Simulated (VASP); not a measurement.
Input:

```yaml
crystal:
  lattice:
    - [-1.97206, 1.97206, 8.33849]
    - [1.97206, -1.97206, 8.33849]
    - [1.97206, 1.97206, -8.33849]
  atoms:
    - { symbol: Na, position: [0.67096, 0.67096, 0.00000] }
    - { symbol: Na, position: [0.32904, 0.32904, 0.00000] }
    - { symbol: Na, position: [0.00000, 0.00000, 0.00000] }
    - { symbol: Br, position: [0.50000, 0.50000, 0.00000] }
    - { symbol: Cl, position: [0.83265, 0.83265, 0.00000] }
    - { symbol: Cl, position: [0.16735, 0.16735, 0.00000] }
```

Method: LDA (Ceperley-Alder, Perdew-Zunger), VASP's LDA PAW potentials (set 64) (plane waves; VASP). Numerical set-up: 400 eV cut-off, 9×9×9 Γ-centred mesh, tetrahedra with Blöchl corrections, potentials Na_pv Br Cl.

Task: Tabulate the total density of states (states/eV per cell) against energy (eV; zero at the valence-band maximum or, without a gap, the Fermi level).

Result: 
(E (eV), DOS (states/eV)): (-9.94, 0.00); (-9.58, 0.00); (-9.34, 0.00); (-8.98, 0.00); (-8.74, 0.00); (-8.38, 0.00); (-8.14, 0.00); (-7.78, 0.00); (-7.54, 0.00); (-7.18, 0.00); (-6.94, 0.00); (-6.58, 0.00); (-6.22, 0.00); (-5.98, 0.00); (-5.62, 0.00); (-5.38, 0.00); (-5.02, 0.00); (-4.78, 0.00); (-4.42, 0.00); (-4.18, 0.00); (-3.82, 0.00); (-3.58, 0.00); (-3.22, 0.00); (-2.98, 0.00); (-2.62, 0.00); (-2.26, 3.51); (-2.02, 14.1); (-1.66, 2.51); (-1.42, 5.77); (-1.06, 8.19); (-0.82, 13.1); (-0.46, 10.00); (-0.22, 6.20); (0.14, 0.00); (0.38, 0.00); (0.74, 0.00); (1.10, 0.00); (1.34, 0.00); (1.70, 0.00); (1.94, 0.00); (2.30, 0.00); (2.54, 0.00); (2.90, 0.00); (3.14, 0.00); (3.50, 0.00); (3.74, 0.00); (4.10, 0.00); (4.34, 0.00); (4.70, 0.01); (5.06, 0.15); (5.30, 0.21); (5.66, 0.34); (5.90, 0.43); (6.26, 0.69); (6.50, 1.18); (6.86, 2.23); (7.10, 3.49); (7.46, 4.39); (7.70, 4.83); (8.06, 2.95)
Within 2 eV below the valence-band maximum the largest weight inside VASP's projection spheres is Cl p, then Br p.

The structure comes from a computed database's Na3BrCl2 entry (I4/mmm); how it stands against other phases isn't given here. It was relaxed first, which changed the volume by -7 %.
